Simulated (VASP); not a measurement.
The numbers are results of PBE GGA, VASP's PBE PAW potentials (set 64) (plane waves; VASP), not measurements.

Input for VASP

**INCAR**
```
SYSTEM = SbMo
PREC = Accurate
ENCUT = 300
EDIFF = 1E-6
NELM = 100
ALGO = Normal
LREAL = .FALSE.
LASPH = .TRUE.
ISMEAR = 0
SIGMA = 0.05
GGA = PE
LMAXMIX = 4
LWAVE = .FALSE.
LCHARG = .FALSE.
ISIF = 2
```

**KPOINTS**
```
kpoints
0
gamma
5 5 3
0 0 0
```

File POSCAR:
```
SbMo
1
    4.2952080000     0.0000000000     0.0000000000
   -2.1476040000     3.7197590000     0.0000000000
    0.0000000000     0.0000000000     5.9864690000
Mo Sb
2 2
Direct
  0.0000000000   0.0000000000   0.0000000000
  0.0000000000   0.0000000000   0.5000000000
  0.3333330000   0.6666670000   0.2500000000
  0.6666670000   0.3333330000   0.7500000000
```

POTCAR, in this order: Mo_sv Sb (PBE.64 set). Program: vasp_std.

Output of the run:

File OSZICAR:
```
       N       E                     dE             d eps       ncg     rms          rms(c)
DAV:   1     0.191660952191E+03    0.19166E+03   -0.15755E+04   620   0.995E+02
DAV:   2    -0.208449897368E+02   -0.21251E+03   -0.20876E+03   592   0.298E+02
DAV:   3    -0.290763966437E+02   -0.82314E+01   -0.80561E+01   586   0.494E+01
DAV:   4    -0.292850265891E+02   -0.20863E+00   -0.20655E+00   577   0.783E+00
DAV:   5    -0.292919002790E+02   -0.68737E-02   -0.68712E-02   596   0.122E+00    0.122E+01
DAV:   6    -0.284098297734E+02    0.88207E+00   -0.96289E+00   525   0.164E+01    0.328E+00
DAV:   7    -0.282278024012E+02    0.18203E+00   -0.12751E+00   541   0.567E+00    0.293E+00
DAV:   8    -0.281975603031E+02    0.30242E-01   -0.13376E-01   509   0.218E+00    0.339E-01
DAV:   9    -0.281973600137E+02    0.20029E-03   -0.82741E-03   669   0.429E-01    0.205E-01
DAV:  10    -0.281974579215E+02   -0.97908E-04   -0.14292E-03   594   0.273E-01    0.661E-02
DAV:  11    -0.281974447316E+02    0.13190E-04   -0.16502E-04   555   0.605E-02    0.215E-02
DAV:  12    -0.281974558426E+02   -0.11111E-04   -0.24186E-05   566   0.291E-02    0.663E-03
DAV:  13    -0.281974558804E+02   -0.37800E-07   -0.15426E-06   377   0.601E-03
   1 F= -.28197456E+02 E0= -.28193973E+02  d E =-.696517E-02
```

### OUTCAR
```
------------------------ aborting loop because EDIFF is reached ----------------------------------------
  FORCE on cell =-STRESS in cart. coord.  units (eV):
  Direction    XX          YY          ZZ          XY          YZ          ZX
  --------------------------------------------------------------------------------------
  Total       -5.4004761     -5.4004754    -10.6918112      0.0000000      0.0000000      0.0000000
  in kB      -90.4633965    -90.4633847   -179.0985717      0.0000000      0.0000000      0.0000000
  external PRESSURE =    -120.0084510 kB  Pullay stress =       0.0000000 kB
  volume of cell :       95.65
      direct lattice vectors                 reciprocal lattice vectors
     4.295208000  0.000000000  0.000000000     0.232817596  0.134417310  0.000000000
    -2.147604000  3.719759000  0.000000000     0.000000000  0.268834621  0.000000000
     0.000000000  0.000000000  5.986469000     0.000000000  0.000000000  0.167043377
 POSITION                                       TOTAL-FORCE (eV/Angst)
 -----------------------------------------------------------------------------------
      0.00000      0.00000      0.00000         0.000000      0.000000      0.000000
      0.00000      0.00000      2.99323         0.000000      0.000000      0.000000
     -0.00000      2.47984      1.49662         0.000000      0.000000     -0.000000
      2.14761      1.23992      4.48985        -0.000000     -0.000000      0.000000
 -----------------------------------------------------------------------------------
    total drift:                                0.000000     -0.000000      0.000000
  FREE ENERGIE OF THE ION-ELECTRON SYSTEM (eV)
  ---------------------------------------------------
  free  energy   TOTEN  =       -28.1974558804 eV

  energy  without entropy=      -28.1904907060  energy(sigma->0) =      -28.19397329
```
(Selected blocks of OUTCAR.)

At this cut-off the stress carries a Pulay error, which pulls relaxed volumes low.

The structure was generated: SbMo was put into an ordered model structure, which need not be its known phase. The cell was not relaxed at this level. The k-mesh is coarse (spacing up to 0.35 per Å, 2π included), so the numbers may not be converged in it.
